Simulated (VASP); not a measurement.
Data:

```yaml
crystal:
  lattice:
    - [4.50456, 0.00000, 0.00000]
    - [0.00000, 4.50456, 0.00000]
    - [0.00000, 0.00000, 4.50456]
  atoms:
    - { symbol: Cu, position: [0.75000, 0.25000, 0.75000] }
    - { symbol: Cu, position: [0.25000, 0.75000, 0.75000] }
    - { symbol: Cu, position: [0.75000, 0.75000, 0.25000] }
    - { symbol: Cu, position: [0.25000, 0.25000, 0.25000] }
    - { symbol: O, position: [0.00000, 0.00000, 0.00000] }
    - { symbol: O, position: [0.50000, 0.50000, 0.50000] }
```

Computed with vdW-DF2, VASP's PBE PAW potentials (set 64) (plane waves; VASP 6.6.1). Numerical set-up: 520 eV cut-off, 5×5×5 Γ-centred mesh, Gaussian smearing of 0.050 eV, potentials Cu O.

**Question.** Give the stress tensor in GPa (positive for a compressed cell).

**Answer.** 
```
-4.76   0.00   0.00
 0.00  -4.76   0.00
 0.00   0.00  -4.76
```
The pressure is its mean diagonal, -4.76 GPa.

The compound is Cu2O in the cuprite structure. This cell is one point of a volume scan, at 1.06 of the reference volume.
